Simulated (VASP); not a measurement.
Runs of VASP 6.6.1 on Al. Symmetry: Fm-3m, No. 225, cubic system. The conventional cell has a = 4.050 Å, b = 4.050 Å, c = 4.050 Å, α = 90.00°, β = 90.00°, γ = 90.00°. Around Al (site symmetry m-3m) lie 12 Al at 2.86 Å. 

```tsv
task	level	potentials or basis	cell	k mesh	cutoff (eV)	mesh quality	gap on the mesh (eV)	pressure (GPa)	relaxed volume (Å³/atom)
relaxation of cell and atoms	PBE	VASP PAW PBE potentials, release 64 (Al)	relaxed	18 × 18 × 18	600	not flagged	none	0.0	16.49
relaxation of cell and atoms	LDA	VASP PAW LDA potentials, release 64 (Al)	relaxed	18 × 18 × 18	600	not flagged	none	0.0	(b)
relaxation of cell and atoms	PBEsol	VASP PAW PBE potentials, release 64 (Al)	relaxed	18 × 18 × 18	300	not flagged	none	0.0	16.18
single point	PBEsol	VASP PAW PBE potentials, release 64 (Al)	as given	18 × 18 × 18	520	not flagged	none	-1.9	-
relaxation of cell and atoms	PBEsol	VASP PAW PBE potentials, release 64 (Al)	relaxed	18 × 18 × 18	580	not flagged	none	0.0	16.19
relaxation of cell and atoms	PBEsol	VASP PAW PBE potentials, release 64 (Al)	relaxed	6 × 6 × 6	600	coarse	none	0.0	16.30
relaxation of cell and atoms	PBEsol	VASP PAW PBE potentials, release 64 (Al)	relaxed	18 × 18 × 18	600	not flagged	none	0.0	16.19
relaxation of cell and atoms	RPBE	VASP PAW PBE potentials, release 64 (Al)	relaxed	18 × 18 × 18	600	not flagged	none	0.0	(a)
relaxation of cell and atoms	PBE+D3(BJ)	VASP PAW PBE potentials, release 64 (Al)	relaxed	18 × 18 × 18	600	not flagged	none	0.0	15.78
relaxation of cell and atoms	PBEsol	VASP PAW PBE potentials, release 64 (Al)	relaxed	18 × 18 × 18	480	not flagged	none	0.0	16.19
```

Alike in all rows: no spin polarisation; smearing gaussian 0.1 eV.

**Question.** Estimate the missing entries.

**Answer.** (a) 16.77; (b) 15.82.

Caveats: some runs use coarse meshes; the PAW data sets were made with another functional, which shifts forces and pressure a little (some runs); pairwise dispersion overbinds metals, which lowers pressure and volume (some runs).

A gap of «none» marks a metal or a gap under the smearing width.
